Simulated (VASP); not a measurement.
Runs of VASP 6.6.1 on InAs. Symmetry: F-43m, No. 216, cubic system. The conventional cell has a = 6.036 Å, b = 6.036 Å, c = 6.036 Å, α = 90.00°, β = 90.00°, γ = 90.00°. Around In (site symmetry -43m) lie 4 As at 2.61 Å. As (site symmetry -43m) has 4 In at 2.61 Å as nearest neighbours. 

```tsv
level	potentials or basis	k mesh	cutoff (eV)	mesh quality	gap on the mesh (eV)	pressure (GPa)	relaxed volume (Å³/atom)
PBE+D3(BJ)	VASP PAW PBE potentials, release 64 (In_d, As)	10 × 10 × 10	600	not flagged	none	0.0	(a)
PBE	VASP PAW PBE potentials, release 64 (In, As)	5 × 5 × 5	300	coarse	none	0.0	30.03
PBE	VASP PAW PBE potentials, release 64 (In_d, As)	10 × 10 × 10	600	not flagged	none	0.0	29.62
PBEsol	VASP PAW PBE potentials, release 64 (In_d, As)	10 × 10 × 10	600	not flagged	none	0.0	28.25
r2SCAN	VASP PAW PBE potentials, release 64 (In_d, As)	10 × 10 × 10	600	not flagged	0.08	0.0	(b)
LDA	VASP PAW LDA potentials, release 64 (In_d, As)	10 × 10 × 10	600	not flagged	none	0.0	27.44
```

Alike in all rows: task relaxation of cell and atoms; no spin polarisation; cell relaxed; smearing gaussian 0.03 eV.

Q: Estimate the missing entries.

A: (a) 28.56; (b) 28.52.

Caveats: some runs use coarse meshes; this crystal is a semiconductor, whose small gap the functional closes, so the metal is an error of the method (some runs); the PAW data sets were made with another functional, which shifts forces and pressure a little (some runs); pairwise dispersion overbinds metals, which lowers pressure and volume (some runs); spin-orbit coupling is left out, which moves the levels of the heavy elements (some runs).

A k mesh can miss the band edges, and the runs leave out spin-orbit coupling on As, In.

A gap of «none» marks a metal or a gap under the smearing width.

Not every run made on this cell is shown here.
